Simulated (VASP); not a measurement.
The cell holds one ZnS (zinc blende) (110) slab, with vacuum along c, ions free to move until forces fall under 0.03 eV/Å, no reconstruction beyond this cell, dipole correction on. Ionisation potential and electron affinity count from the cell's own band edges, surface states included.

Input:

```
ZnS
1.0
    5.36018     0.00000     0.00000
    0.00000     3.79022     0.00000
    0.00000     0.00000    26.23252
Zn S
6 6
Direct
  0.94458   0.00000   0.66393
  0.51654   0.50000   0.61263
  0.01420   0.00000   0.53432
  0.51420   0.50000   0.46568
  0.01654   0.00000   0.38737
  0.44458   0.50000   0.33607
  0.26526   0.00000   0.60739
  0.74786   0.50000   0.68655
  0.26156   0.00000   0.46227
  0.76156   0.50000   0.53773
  0.24786   0.00000   0.31345
  0.76526   0.50000   0.39261
```

These are PBEsol GGA, VASP's PBE PAW potentials (set 64) (plane waves; VASP) values and carry that method's errors. Settings: 400 eV cut-off, 4×5×1 Γ-centred mesh, Gaussian smearing of 0.050 eV, potentials Zn S.

Slab and bulk use different k-meshes, so the surface energy is good to a few per cent at best.

**Question.** Predict its surface energy, ionisation potential, electron affinity, band gap (on the k-mesh).

**Answer.** 
The surface energy is 0.53 J/m^2. The ionisation potential is 6.02 eV and the electron affinity is 3.68 eV. The band gap (on the k-mesh) comes out as 2.34 eV.

The cell is a thin slab with vacuum, built from ZnS (zinc blende): (110) face.
